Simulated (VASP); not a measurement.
Here is a VASP 6.6.1 calculation.

INCAR

```
SYSTEM = SbAs2
PREC     = Accurate       ! precision mode
ENCUT    = 520            ! plane-wave cutoff, eV
EDIFF    = 1E-7           ! SCF threshold, eV
ISMEAR   = -1             ! smearing method
SIGMA    = 0.05           ! smearing width, eV
LREAL    = .FALSE.        ! projectors in reciprocal space
LASPH    = .TRUE.         ! aspherical terms in the spheres
NELM     = 80             ! most SCF steps
ALGO     = Normal         ! electronic algorithm
ISIF     = 2              ! what is computed and relaxed
LWAVE    = .FALSE.        ! write WAVECAR
LCHARG   = .FALSE.        ! write CHGCAR
GGA      = PE             ! functional
NBANDS   = 24             ! bands
```

File KPOINTS:

```
regular mesh
0
G
  6 6 6
  0 0 0
```

POSCAR

```
SbAs2
1.0
    0.0000000000      4.0494700000      4.0494700000
    4.0494700000      0.0000000000      4.0494700000
    4.0494700000      4.0494700000      0.0000000000
Sb As
2 4
Direct
    0.7500000000      0.7500000000      0.7500000000
    0.5000000000      0.5000000000      0.5000000000
    0.1250000000      0.1250000000      0.1250000000
    0.6250000000      0.1250000000      0.1250000000
    0.1250000000      0.1250000000      0.6250000000
    0.1250000000      0.6250000000      0.1250000000
```

Potentials or basis: VASP PAW PBE potentials, release 64 (Sb, As).

The run is started by

```console
$ cat potpaw_PBE.64/Sb/POTCAR potpaw_PBE.64/As/POTCAR > POTCAR
$ mpirun -np 1 vasp_std > vasp.out
```

Task: Estimate the pressure.

Result: 0.2 GPa.

Task: Predict the band gap on the k mesh.

Result: None (metal or under the smearing width).

Spin-orbit coupling is left out, which matters for the levels of Sb.
